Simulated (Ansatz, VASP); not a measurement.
**Two plane-wave programs on HgRu**

INCAR

```
  PREC = Accurate
  ENCUT = 600
  EDIFF = 1E-7
  ISMEAR = 0
  SIGMA = 0.1
  LREAL = F
  LASPH = T
  NELM = 100
  ALGO = Normal
  ISIF = 3
  LWAVE = F
  LCHARG = F
  GGA = PE
  IBRION = 2
  NSW = 100
  EDIFFG = -0.01
```

File KPOINTS:

```
Automatic mesh
0
Gamma
  16 16 16
```

POSCAR

```
HgRu
1.0
    0.0000000000      3.0098479300      3.0098479300
    3.0098479300      0.0000000000      3.0098479300
    3.0098479300      3.0098479300      0.0000000000
Hg Ru
1 1
Direct
    0.0000000000      0.0000000000      0.0000000000
    0.7500000000      0.7500000000      0.7500000000
```

Input for Ansatz:

```yaml
crystal:
  lattice:
    - [0.0, 3.00984793, 3.00984793]
    - [3.00984793, 0.0, 3.00984793]
    - [3.00984793, 3.00984793, 0.0]
  atoms:
    - { symbol: Hg, position: [0.0, 0.0, 0.0] }
    - { symbol: Ru, position: [0.75, 0.75, 0.75] }
basis:
  ecutwfc: 420
kpoints:
  mp_grid: { grid: [16, 16, 16] }
hamiltonian:
  xc: pbe
scf:
  occupations: { method: gaussian, width: 0.1 }
output:
  forces: true
  stress: true
  eigenvalues: true
  write_density: true
  write_potential: true
  elf: true
  volumetric_format: npy
relax:
  adjacent_minimum: "off"
  f_tol: 0.01
  max_steps: 80
  cell: { stress_tol: 0.05 }
```

Alike in both runs: task relaxation of cell and atoms; functional PBE; k mesh 16 × 16 × 16; occupations gaussian, width 0.1 eV; no spin polarisation.

```csv
,VASP,Ansatz
version,VASP 6.6.1,Ansatz 0.2.0
potentials or method,"VASP PAW PBE potentials, release 64 (Hg, Ru_pv)","scalar-relativistic, plane waves, PAW"
plane-wave cutoff (eV),600,420
valence electrons in the cell,26,36
```

Ansatz gave:

| Item | Value |
| --- | --- |
| gap on the k mesh at the Fermi level, each at its own relaxed structure (eV) | none |
| relaxed volume (Å³/atom) | 27.22 |
| relaxed cell length with the largest relative difference (Å) | 4.254 |

Q: Estimate VASP's values.

A: gap on the k mesh at the Fermi level, each at its own relaxed structure (eV): none; relaxed volume (Å³/atom): 27.48; relaxed cell length with the largest relative difference (Å): 4.268.

A gap of «none» marks a metal or a gap that the smearing closes. The two sets of potentials don't hold the same shells in valence.

The runs have no spin-orbit coupling, so splittings on Hg are missing.
